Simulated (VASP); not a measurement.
An input for Ansatz (written as the equivalent of a VASP run, and not itself run):

Ansatz 0.2 input:
```yaml
crystal:
  lattice:
    - [0.0000000, 2.6684689, 2.6684689]
    - [2.6684689, 0.0000000, 2.6684689]
    - [2.6684689, 2.6684689, 0.0000000]
  atoms:
    - { symbol: W, position: [0.0000000, 0.0000000, 0.0000000] }
    - { symbol: S, position: [0.2500000, 0.2500000, 0.2500000] }
kpoints:
  mp_grid: { grid: [13, 13, 13] }
hamiltonian:
  xc: pbe
  pseudopotentials: { kind: paw }
scf:
  occupations: { method: tetrahedron }
  max_iter: 100
output: { forces: true, stress: true, eigenvalues: true }
```

### Question
Translate this input to VASP (INCAR, KPOINTS, POSCAR, choice of POTCAR).

### Answer
This is not unique; one that fits is 
INCAR:
```
SYSTEM = WS
PREC = Accurate
ENCUT = 400
EDIFF = 1E-7
NELM = 100
ALGO = Normal
LREAL = .FALSE.
LASPH = .TRUE.
ISMEAR = -5
GGA = PE
LMAXMIX = 6
LWAVE = .FALSE.
LCHARG = .TRUE.
LORBIT = 11
NEDOS = 601
ISIF = 2
```

File KPOINTS:
```
K-points
0
G
13 13 13
```

**POSCAR**
```
WS
2.6684690
  0.0000000000   0.9999999774   0.9999999774
  0.9999999774   0.0000000000   0.9999999774
  0.9999999774   0.9999999774   0.0000000000
W S
1 1
direct
  0.0000000000   0.0000000000   0.0000000000
  0.2500000000   0.2500000000   0.2500000000
```

POTCAR, in this order: W_sv S (PBE.64 set). Program: vasp_std.

The two are equivalent in intent, not identical: each code has its own PAW files, so the cut-off isn't converted (ENCUT is set for VASP's; basis.ecutwfc is left out, and Ansatz then takes the one that its files recommend); Ansatz stops its SCF on the density residual and VASP on the energy change (EDIFF).

The structure was generated: WS was put into the zinc blende type (F-43m), which need not be its known phase. It was relaxed first, which changed the volume by -35 %.
